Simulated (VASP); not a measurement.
Method: HSE06 screened hybrid, VASP's PBE PAW potentials (set 64) (plane waves; VASP 6.6.1).

The input files of a VASP run:

POSCAR:
```
Ga28O42
1.0
  9.5327738309   0.0509224248  -0.0220965330
  0.0510942263   9.5305942453   0.0349055438
 -0.0207595416   0.0353793134   9.3165075987
Ga O
28 42
Direct
  0.5091177008   0.9036962694   0.3854250187
  0.0039407731   0.6763071896   0.6471733401
  0.5763122490   0.6714042927   0.2002639570
  0.3033282309   0.8692090414   0.9120260680
  0.7639445796   0.2769436083   0.9125985200
  0.2792816345   0.0787273141   0.6181709935
  0.4207874384   0.3278042668   0.7347927361
  0.2375777455   0.7262855379   0.2186820926
  0.1674099912   0.5444823018   0.9110862934
  0.1735882140   0.1994232887   0.9686236091
  0.0388969804   0.9578570664   0.1420581367
  0.9902107862   0.2620802535   0.6849108980
  0.5007287155   0.5388429148   0.9214975222
  0.6437719458   0.6052393699   0.5386280910
  0.7774215904   0.8839128539   0.6127658852
  0.6447080457   0.2547537032   0.5511376231
  0.8808234127   0.7736469733   0.3071072353
  0.3032618069   0.4081365981   0.1805858704
  0.0114008592   0.1720962279   0.3646795518
  0.3231108131   0.1351856485   0.2938398925
  0.8602157889   0.6307431684   0.0019456150
  0.5211144016   0.1289854013   0.0393209329
  0.1440346430   0.4557381241   0.4487819265
  0.6135911688   0.8316391008   0.8609232480
  0.9298042845   0.9712200077   0.8594120704
  0.3449666310   0.7311143873   0.6371699625
  0.8153637051   0.4339556366   0.2538517286
  0.7131320753   0.0825583247   0.2774990790
  0.6708134296   0.0049039614   0.4861731941
  0.9075023492   0.8549062229   0.0231545764
  0.5584547085   0.3360924038   0.8931920986
  0.4683480326   0.1771617595   0.6147609767
  0.1344723506   0.1248598061   0.2112913048
  0.7293597017   0.2643821434   0.3643521037
  0.9851814596   0.3656339571   0.3449783281
  0.9886450639   0.6070610379   0.8444941667
  0.4762637491   0.9622783579   0.9458769453
  0.7005442307   0.7178287272   0.7048506268
  0.5141217332   0.0718241634   0.2479175189
  0.0467821395   0.4401211905   0.6259198670
  0.3303672149   0.4941182625   0.8047483174
  0.2187936815   0.7129068388   0.0111836041
  0.4539040825   0.5233575918   0.1167517419
  0.6642772551   0.5469328623   0.3387091380
  0.2115571228   0.5505042372   0.2871200808
  0.8608645089   0.7055999520   0.4982335444
  0.8098696117   0.4259990531   0.0385823908
  0.2717357441   0.9017206796   0.7122892728
  0.5621326867   0.4362293592   0.6049286968
  0.4910213863   0.7370410893   0.5049882928
  0.1520398781   0.9943516113   0.9708095536
  0.4185712145   0.7973778014   0.2270680081
  0.0824281710   0.8266677837   0.2869832301
  0.3268749445   0.9930128424   0.4374293827
  0.7891036748   0.2679183275   0.7000509401
  0.6885983114   0.8330254351   0.2663640404
  0.7336707299   0.9792733126   0.7981359635
  0.3513935344   0.2196522065   0.0887218403
  0.6566677595   0.6741170318   0.9963988732
  0.4440616111   0.7216966490   0.8244384726
  0.9702875159   0.8779040366   0.6840808168
  0.2501751997   0.2136384133   0.7763434403
  0.1513378848   0.3912504928   0.0361377873
  0.2918517755   0.3168847543   0.3707199517
  0.9714728931   0.1782399640   0.8799896117
  0.0827090055   0.1407763739   0.5521253998
  0.9076809387   0.6121979761   0.1963222785
  0.8997901148   0.0210403671   0.2913161291
  0.7147687118   0.1432360314   0.0629531667
  0.1835288969   0.6503681498   0.5613966725
```

KPOINTS:
```
Automatic
0
gamma
1 1 1
0 0 0
```

INCAR:
```
! general
SYSTEM   = Ga28O42
PREC     = Normal
ENCUT    = 500   ! plane-wave cut-off (eV)
LREAL    = Auto
LASPH    = .True.
ISYM     = 0

! electronic loop
EDIFF    = 1E-5   ! SCF stop (eV)
NELM     = 50
NELMIN   = 4
ALGO     = Normal
LMAXMIX  = 4   ! l cut-off of mixed one-centre charges

! smearing
ISMEAR   = 0
SIGMA    = 0.05

! functional
GGA      = PE   ! PBE
LHFCALC  = .True.
AEXX     = 0.25
HFSCREEN = 0.2
PRECFOCK = Fast

! output
LWAVE    = .False.
LCHARG   = .False.
LORBIT   = 11   ! lm-projected
NEDOS    = 601   ! DOS grid
```

POTCAR, in this order: Ga O (PBE.64 set). Program: vasp_gam. Read from the step before: WAVECAR.

Output of the run:

**OSZICAR**
```
       N       E                     dE             d eps       ncg     rms          rms(c)
DAV:   1    -0.514029310879E+03   -0.51403E+03   -0.18360E+01   432   0.121E+01    0.810E+00
DAV:   2    -0.514190220053E+03   -0.16091E+00   -0.97681E-01   464   0.195E+00    0.578E+00
DAV:   3    -0.514096408936E+03    0.93811E-01   -0.95264E-02   472   0.637E-01    0.339E+00
DAV:   4    -0.514075146705E+03    0.21262E-01   -0.30054E-02   472   0.334E-01    0.189E+00
DAV:   5    -0.514067425405E+03    0.77213E-02   -0.54439E-03   464   0.194E-01    0.104E+00
DAV:   6    -0.514064807115E+03    0.26183E-02   -0.17116E-03   464   0.114E-01    0.572E-01
DAV:   7    -0.514063970772E+03    0.83634E-03   -0.46707E-04   464   0.636E-02    0.316E-01
DAV:   8    -0.514063708598E+03    0.26217E-03   -0.16263E-04   464   0.338E-02    0.174E-01
DAV:   9    -0.514063630639E+03    0.77958E-04   -0.48857E-05   376   0.197E-02    0.952E-02
DAV:  10    -0.514063610118E+03    0.20521E-04   -0.21338E-05   296   0.137E-02    0.515E-02
DAV:  11    -0.514063606416E+03    0.37017E-05   -0.71721E-06   256   0.712E-03
   1 F= -.51406361E+03 E0= -.51406361E+03  d E =-.156660E-11
```

**OUTCAR**
```
------------------------ aborting loop because EDIFF is reached ----------------------------------------
  volume of cell :      846.39
      direct lattice vectors                 reciprocal lattice vectors
     9.532773831  0.050922425 -0.022096533     0.104904817 -0.000563266  0.000235894
     0.051094226  9.530594245  0.034905544    -0.000561443  0.104929726 -0.000399720
    -0.020759542  0.035379313  9.316507599     0.000250913 -0.000394469  0.107338416
 POSITION                                       TOTAL-FORCE (eV/Angst)
 -----------------------------------------------------------------------------------
      4.89148      8.65232      3.61111        -0.109204     -0.018271     -0.139108
      0.05869      6.46871      6.05292         0.125871      0.114666     -0.102664
      5.52400      6.43531      1.87646        -0.033833      0.099887      0.086200
      2.91704      8.33179      8.52054         0.010489      0.062849     -0.198969
      7.27772      2.71063      8.49502        -0.112868      0.074475      0.236306
      2.65352      0.78641      5.75577         0.047587     -0.168616      0.017411
      4.01277      3.17159      6.84785         0.103222     -0.076159      0.049795
      2.29734      6.94177      2.05746        -0.068197     -0.163841      0.052059
      1.60479      5.23000      8.50345         0.039066     -0.079930      0.185916
      1.64486      1.94373      9.02731         0.092225      0.006287     -0.106836
      0.41679      9.13595      1.35606         0.066550     -0.064345      0.193635
      9.43863      2.57244      6.36825        -0.059311      0.098752     -0.061385
      4.78174      5.19359      8.59288        -0.283834      0.000341      0.202732
      6.15667      5.82013      5.02503        -0.330028      0.021310     -0.008626
      7.44343      8.48548      5.72251        -0.035148     -0.080395      0.329531
      6.14743      2.48028      5.12932        -0.094010      0.194648      0.128828
      8.42984      7.42903      2.86871        -0.026127     -0.327601      0.001483
      2.90803      3.91162      1.68997        -0.169906      0.131890      0.084728
      0.10990      1.65366      3.40330         0.184758     -0.045141     -0.171742
      3.08095      1.31525      2.73514        -0.074811      0.029704      0.070587
      8.23243      6.05523      0.02113        -0.008480     -0.154682      0.336459
      4.97344      1.25724      0.35932        -0.002945     -0.238075      0.289784
      1.38702      4.36667      4.19381        -0.155387      0.079099     -0.207910
      5.87385      7.98772      8.03627        -0.054483     -0.094371     -0.114416
      8.89540      9.33406      8.02007        -0.254648     -0.171986     -0.076935
      3.31262      7.00806      5.95410        -0.087760      0.209238     -0.086126
      7.78958      4.18636      2.36214         0.160243      0.208980      0.038598
      6.79658      0.83296      2.57245         0.022787      0.104901      0.115765
      6.38487      0.09810      4.51478         0.087909     -0.436440     -0.033867
      8.69421      8.19480      0.22551         0.375793      0.401597     -0.206704
      5.32225      3.26320      8.32082        -0.098507      0.203244     -0.215356
      4.46095      1.73406      5.72326        -0.012537      0.499099      0.182722
      1.28389      1.20431      1.96988        -0.067614     -0.197924      0.325704
      6.95877      2.56975      3.38760        -0.145651     -0.258029      0.114258
      9.40303      3.54708      3.20499        -0.025089     -0.307794      0.089912
      9.43802      5.86587      7.86708         0.215870      0.113618      0.121072
      4.56965      9.22880      8.83533        -0.066124      0.005568      0.018399
      6.70017      6.90194      6.57632        -0.121782      0.359503     -0.295620
      4.89953      0.71948      2.30087         0.083836      0.009647      0.048240
      0.45546      4.21914      5.84572         0.081732     -0.424197     -0.291788
      3.15786      4.75454      7.50739         0.102639     -0.189730      0.340652
      2.12190      6.80596      0.12424         0.153752      0.012298     -0.049964
      4.35128      5.01515      1.09596        -0.086704      0.027005     -0.277910
      6.35332      5.25841      3.16000         0.143978      0.227723     -0.147287
      2.03889      5.26756      2.68950         0.176549     -0.000857     -0.080747
      8.23214      6.78625      4.64740         0.120372      0.260876     -0.046868
      7.74127      4.10263      0.35643        -0.077436     -0.089766      0.009850
      2.62168      8.63297      6.66152         0.327762     -0.054502      0.115964
      5.36841      4.20755      5.63863         0.240495     -0.030972     -0.084056
      4.70797      7.06731      4.71960         0.009791      0.078618      0.215855
      1.48001      9.51885      9.07590         0.030416      0.071548      0.246384
      4.02617      7.62883      2.13406        -0.009672     -0.355187      0.192733
      0.82205      7.89299      2.70072        -0.038499     -0.017427     -0.714700
      3.15768      9.49612      4.10275         0.282060      0.511318     -0.087846
      7.52150      2.61837      6.51395         0.093760     -0.058993      0.063543
      6.60129      7.98372      2.49544         0.085701     -0.331101      0.109359
      7.02738      9.39865      7.45381         0.227203     -0.642713     -0.037731
      3.35914      2.11445      0.82648         0.135958     -0.087626      0.014056
      6.27362      6.49343      9.29198         0.029318      0.038047     -0.032570
      4.25290      6.92998      7.69627         0.107016      0.061339     -0.041595
      9.28019      8.44056      6.38245        -0.529581     -0.150944      0.307620
      2.37966      2.07631      7.23474         0.167693     -0.060738      0.073140
      1.46191      3.73783      0.34699         0.483639      0.051716     -0.300744
      2.79065      3.04808      3.45843        -0.161265     -0.149374     -0.453191
      9.25167      1.77934      8.18319         0.037354     -0.142191     -0.305620
      0.78418      1.36543      5.14697        -0.183313      0.374258     -0.067036
      8.67992      5.88778      1.83035        -0.439882      0.266091     -0.162739
      8.57252      0.25665      2.69490        -0.112037      0.380592     -0.075424
      6.81974      1.40375      0.57571        -0.500329      0.207721     -0.157208
      1.77112      6.22760      5.24890        -0.016395      0.071468      0.432009
 -----------------------------------------------------------------------------------
    total drift:                                0.051246     -0.192137     -0.182982
  FREE ENERGIE OF THE ION-ELECTRON SYSTEM (eV)
  ---------------------------------------------------
  free  energy   TOTEN  =      -514.0636064163 eV

  energy  without entropy=     -514.0636064163  energy(sigma->0) =     -514.06360642

  exchange ACFDT corr.  =         0.00000000  see jH, gK, PRB 81, 115126

 total charge

# of ion       s       p       d       tot
------------------------------------------
    1        0.860   1.183   0.465   2.508
    2        0.878   1.155   0.410   2.443
    3        0.892   1.209   0.447   2.548
    4        0.907   1.282   0.484   2.673
    5        0.870   1.122   0.398   2.391
    6        0.870   1.176   0.440   2.487
    7        0.917   1.251   0.474   2.642
    8        0.960   1.396   0.513   2.869
    9        0.939   1.295   0.457   2.691
   10        0.860   1.159   0.432   2.451
   11        0.936   1.332   0.509   2.778
   12        0.934   1.246   0.434   2.615
   13        0.887   1.153   0.415   2.456
   14        0.891   1.174   0.422   2.488
   15        0.925   1.236   0.439   2.600
   16        0.884   1.151   0.401   2.437
   17        0.904   1.222   0.444   2.569
   18        0.907   1.277   0.482   2.667
...
```
(Selected blocks of OUTCAR.)
